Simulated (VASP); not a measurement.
Wanted: the native input for a VASP 6.6.1 run.

* Task: relaxation of cell and atoms
* Functional: PBE
* Dispersion: D3(BJ)
* Potentials or basis: VASP PAW PBE potentials, release 64 (Sn_d, Te)
* Cutoff: 520 eV
* k mesh: 8 × 8 × 8
* Occupations: gaussian, width 0.02 eV
* Spin: no spin polarisation
* Further INCAR settings: ALGO = Fast; EDIFF = 1e-07; IBRION = 2; EDIFFG = -0.002; NSW = 80; ISIF = 3

The structure of SnTe lies in POSCAR:

```
SnTe                                    
1.0
    0.0000000000      3.1537960944      3.1537960944
    3.1537960944      0.0000000000      3.1537960944
    3.1537960944      3.1537960944      0.0000000000
  Sn              Te            
     1     1
Direct
     0.0000000000000000    0.0000000000000000    0.0000000000000000
     0.5000000000000000    0.5000000000000000    0.5000000000000000
```

The input as run:

INCAR

```
SYSTEM = SnTe
PREC     = Accurate       ! precision mode
ENCUT    = 520            ! plane-wave cutoff, eV
EDIFF    = 1E-7           ! SCF threshold, eV
ISMEAR   = 0              ! smearing method
SIGMA    = 0.02           ! smearing width, eV
LREAL    = .FALSE.        ! projectors in reciprocal space
LASPH    = .TRUE.         ! aspherical terms in the spheres
NELM     = 100            ! most SCF steps
ALGO     = Fast           ! electronic algorithm
ISIF     = 3              ! what is computed and relaxed
LWAVE    = .FALSE.        ! write WAVECAR
LCHARG   = .FALSE.        ! write CHGCAR
GGA      = PE             ! functional
IVDW     = 12             ! dispersion correction
IBRION   = 2              ! ionic algorithm
NSW      = 80             ! ionic steps
EDIFFG   = -0.002         ! ionic threshold
```

KPOINTS

```
regular mesh
0
G
  8 8 8
  0 0 0
```

Potentials or basis: VASP PAW PBE potentials, release 64 (Sn_d, Te).

The run is started by

```sh
$ cat potpaw_PBE.64/Sn_d/POTCAR potpaw_PBE.64/Te/POTCAR > POTCAR
$ mpirun -np 1 vasp_std > vasp.out
```

It gave:

```yaml
Pressure_after_relaxing: 0.0 GPa
Band_gap_on_the_k_mesh: 0.09 eV, direct
Dispersion_energy_per_atom: -0.400 eV
```

Caveat: the relaxation stopped at its first step, so nothing moved; spin-orbit coupling is left out, which moves the levels of the heavy elements.

Run time: 23 s on 1 thread of AMD EPYC 9R45 (Zen 5), with other jobs on the host, peak memory 0.19 GiB.
